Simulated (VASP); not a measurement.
Given:

```yaml
crystal:
  lattice:
    - [4.41545, 0.00000, 0.00000]
    - [0.00000, 8.89169, 0.00000]
    - [0.00000, 0.00000, 6.16889]
  atoms:
    - { symbol: Mg, position: [0.00000, 0.27443, 0.98133] }
    - { symbol: Mg, position: [0.00000, 0.72557, 0.98133] }
    - { symbol: Mg, position: [0.50000, 0.00000, 0.48532] }
    - { symbol: Mg, position: [0.50000, 0.50000, 0.54705] }
    - { symbol: Te, position: [0.50000, 0.26457, 0.25103] }
    - { symbol: Te, position: [0.50000, 0.73543, 0.25103] }
    - { symbol: Te, position: [0.00000, 0.00000, 0.75622] }
    - { symbol: S, position: [0.00000, 0.50000, 0.74669] }
```

Calculation: PBEsol GGA, VASP's PBE PAW potentials (set 64) (plane waves; VASP). Numerical set-up: 400 eV cut-off, 6×3×4 Γ-centred mesh, tetrahedra with Blöchl corrections, potentials Mg Te S.

The cores are frozen, which limits the accuracy of field gradients.

Give the principal components of the electric field gradient (V/Å²) and the asymmetry η at each nucleus.

```
atom    Vxx    Vyy   Vzz     η
----  -----  -----  ----  ----
Mg1     3.7    0.7  -4.4  0.66
Mg2     3.7    0.7  -4.4  0.66
Mg3     0.9    0.9  -1.7  0.00
Mg4     1.7    1.5  -3.2  0.07
Te5   -31.7  -20.4  52.1  0.22
Te6   -31.7  -20.4  52.1  0.22
Te7   -32.0  -28.2  60.2  0.06
S8    -22.0   -1.0  23.1  0.91
```

The structure comes from a computed database's Mg4Te3S entry (Pmm2); how it stands against other phases isn't given here. It was relaxed first.
